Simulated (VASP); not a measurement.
Output of a VASP run:

**OUTCAR**
```
 ion  position               nearest neighbor table
   1  0.000  0.000  0.000-   2 3.15   2 3.15   2 3.15   2 3.15   2 3.15   2 3.15
   2  0.500  0.500  0.500-   1 3.15   1 3.15   1 3.15   1 3.15   1 3.15   1 3.15
  LATTYP: Found a face centered cubic cell.
 ALAT       =     6.2900000000
 Subroutine PRICEL returns:
 Original cell was already a primitive cell.
 Subroutine GETGRP returns: Found 48 space group operations
The static configuration has the point symmetry O_h .
The dynamic configuration has the point symmetry O_h .
 Subroutine INISYM returns: Found 48 space group operations
 Subroutine IBZKPT returns following result:
 Found     20 irreducible k-points:

 Following reciprocal coordinates:
            Coordinates               Weight
  0.000000  0.000000  0.000000      1.000000
  0.142857  0.000000  0.000000      8.000000
  0.285714  0.000000  0.000000      8.000000
  0.428571  0.000000  0.000000      8.000000
  0.142857  0.142857  0.000000      6.000000
  0.285714  0.142857  0.000000     24.000000
  0.428571  0.142857  0.000000     24.000000
 -0.428571  0.142857  0.000000     24.000000
 -0.285714  0.142857  0.000000     24.000000
 -0.142857  0.142857  0.000000     12.000000
  0.285714  0.285714  0.000000      6.000000
  0.428571  0.285714  0.000000     24.000000
 -0.428571  0.285714  0.000000     24.000000
 -0.285714  0.285714  0.000000     12.000000
  0.428571  0.428571  0.000000      6.000000
 -0.428571  0.428571  0.000000     12.000000
  0.428571  0.285714  0.142857     24.000000
 -0.428571  0.285714  0.142857     48.000000
 -0.428571  0.428571  0.142857     24.000000
 -0.285714  0.428571  0.142857     24.000000
   k-points           NKPTS =     20   k-points in BZ     NKDIM =     20   number of bands    NBANDS=     12
   number of dos      NEDOS =    301   number of ions     NIONS =      2
   total plane-waves  NPLWV =  27000
   dimension x,y,z NGX =    30 NGY =   30 NGZ =   30
   dimension x,y,z NGXF=    60 NGYF=   60 NGZF=   60
   ions per type =               1   1
   PREC   = accura    normal or accurate (medium, high low for compatibility)
   ISTART =      0    job   : 0-new  1-cont  2-samecut
   ICHARG =      2    charge: 1-file 2-atom 10-const
   ISPIN  =      1    spin polarized calculation?
   LNONCOLLINEAR =      F non collinear calculations
   LSORBIT =      F    spin-orbit coupling
   INIWAV =      1    electr: 0-lowe 1-rand  2-diag
   ENCUT  =  400.0 eV  29.40 Ry    5.42 a.u.   7.25  7.25  7.25*2*pi/ulx,y,z
   NELM   =    100;   NELMIN=  2; NELMDL= -5     # of ELM steps
   EDIFF  = 0.1E-05   stopping-criterion for ELM
   LREAL  =      F    real-space projection
   NLSPLINE    = F    spline interpolate recip. space projectors
   LMAXMIX     =    2 max onsite mixed and CHGCAR
   VOSKOWN=      0    Vosko Wilk Nusair interpolation
   EDIFFG = 0.1E-04   stopping-criterion for IOM
   NSW    =      0    number of steps for IOM
   NBLOCK =      1;   KBLOCK =      1    inner block; outer block
   IBRION =     -1    ionic relax: 0-MD 1-quasi-New 2-CG
   NFREE  =      0    steps in history (QN), initial steepest desc. (CG)
   ISIF   =      2    stress and relaxation
   ISYM   =      2    0-nonsym 1-usesym 2-fastsym
   TEIN   =    0.0    initial temperature
   TEBEG  =    0.0;   TEEND  =   0.0 temperature during run
   SMASS  =  -3.00    Nose mass-parameter (am)
   PSTRESS=    0.0 pullay stress
   NELECT =      16.0000    total number of electrons
   EFERMI =   0.00;   METHOD = LEGACY
   ISMEAR =     0;   SIGMA  =   0.05  broadening in eV -4-tet -1-fermi 0-gaus
   IALGO  =     68    algorithm
   LDIAG  =      T    sub-space diagonalisation (order eigenvalues)
   IMIX   =      4    mixing-type and parameters
     AMIX     =   0.40;   BMIX     =  1.00
     AMIX_MAG =   1.60;   BMIX_MAG =  1.00
     AMIN     =   0.10
   GGA     = PE    functional components
   VOSKOWN =     0    Vosko Wilk Nusair interpolation
   LHFCALC =     F    Hartree Fock is set to
   LHFONE  =     F    Hartree Fock one center treatment
...
```

File OSZICAR:
```
       N       E                     dE             d eps       ncg     rms          rms(c)
DAV:   1     0.946596346131E+02    0.94660E+02   -0.63630E+03   480   0.976E+02
DAV:   2    -0.139895029585E+01   -0.96059E+02   -0.91374E+02   660   0.254E+02
DAV:   3    -0.693506167124E+01   -0.55361E+01   -0.55147E+01   612   0.571E+01
DAV:   4    -0.709345896783E+01   -0.15840E+00   -0.15820E+00   820   0.941E+00
DAV:   5    -0.709450061903E+01   -0.10417E-02   -0.10416E-02   624   0.783E-01    0.333E+00
RMM:   6    -0.680020444889E+01    0.29430E+00   -0.50805E-01   580   0.321E+00    0.252E+00
RMM:   7    -0.679206470675E+01    0.81397E-02   -0.30623E-01   620   0.242E+00    0.164E+00
RMM:   8    -0.680741217383E+01   -0.15347E-01   -0.49600E-02   588   0.147E+00    0.564E-01
RMM:   9    -0.680282599024E+01    0.45862E-02   -0.84731E-03   659   0.523E-01    0.299E-01
RMM:  10    -0.680271968878E+01    0.10630E-03   -0.34808E-03   705   0.301E-01    0.101E-01
RMM:  11    -0.680310380207E+01   -0.38411E-03   -0.18510E-03   664   0.232E-01    0.496E-02
RMM:  12    -0.680319456490E+01   -0.90763E-04   -0.59167E-04   736   0.127E-01    0.951E-02
RMM:  13    -0.680314433780E+01    0.50227E-04   -0.17493E-04   693   0.724E-02    0.436E-02
RMM:  14    -0.680312999766E+01    0.14340E-04   -0.21795E-04   638   0.747E-02    0.138E-02
RMM:  15    -0.680312940193E+01    0.59573E-06   -0.38860E-05   671   0.351E-02    0.354E-03
RMM:  16    -0.680313130823E+01   -0.19063E-05   -0.15125E-05   646   0.196E-02    0.394E-03
RMM:  17    -0.680313238584E+01   -0.10776E-05   -0.60987E-06   579   0.131E-02    0.330E-03
RMM:  18    -0.680313284089E+01   -0.45505E-06   -0.38251E-06   507   0.962E-03
   1 F= -.68031328E+01 E0= -.68031328E+01  d E =-.461486E-11
```

OUTCAR:
```
------------------------ aborting loop because EDIFF is reached ----------------------------------------
  FORCE on cell =-STRESS in cart. coord.  units (eV):
  Direction    XX          YY          ZZ          XY          YZ          ZX
  --------------------------------------------------------------------------------------
  Total        0.3162688      0.3162688      0.3162688     -0.0000000      0.0000000      0.0000000
  in kB        8.1446986      8.1446986      8.1446986     -0.0000000      0.0000000      0.0000000
  external PRESSURE =       8.1446986 kB  Pullay stress =       0.0000000 kB
  volume of cell :       62.21
      direct lattice vectors                 reciprocal lattice vectors
     0.000000000  3.145000000  3.145000000    -0.158982512  0.158982512  0.158982512
     3.145000000  0.000000000  3.145000000     0.158982512 -0.158982512  0.158982512
     3.145000000  3.145000000  0.000000000     0.158982512  0.158982512 -0.158982512
  FREE ENERGIE OF THE ION-ELECTRON SYSTEM (eV)
  ---------------------------------------------------
  free  energy   TOTEN  =        -6.8031328409 eV

  energy  without entropy=       -6.8031328409  energy(sigma->0) =       -6.80313284
```
(Selected blocks of OUTCAR.)

File POSCAR:
```
KCl
1
    0.0000000000     3.1450000000     3.1450000000
    3.1450000000     0.0000000000     3.1450000000
    3.1450000000     3.1450000000     0.0000000000
K Cl
1 1
Direct
  0.0000000000   0.0000000000   0.0000000000
  0.5000000000   0.5000000000   0.5000000000
```

Question: Write an INCAR and KPOINTS that could have produced this output.

Answer: One answer among several that fit: the input of the run itself, PBE GGA, plane waves, VASP's PBE PAW potentials (set 64).

INCAR:
```
SYSTEM = KCl
PREC = Accurate
ENCUT = 400
EDIFF = 1E-6
NELM = 100
ALGO = Fast
LREAL = .FALSE.
LASPH = .TRUE.
ISMEAR = 0
SIGMA = 0.05
GGA = PE
LWAVE = .FALSE.
LCHARG = .FALSE.
ISIF = 2
```

File KPOINTS:
```
K-points
0
G
7 7 7
0 0 0
```

POTCAR, in this order: K_sv Cl (PBE.64 set). Program: vasp_std.

The compound is KCl in the rock salt structure. The cell was not relaxed at this level. The run is one of a series of settings (ALGO = Fast against the base run), some of them coarse on purpose.
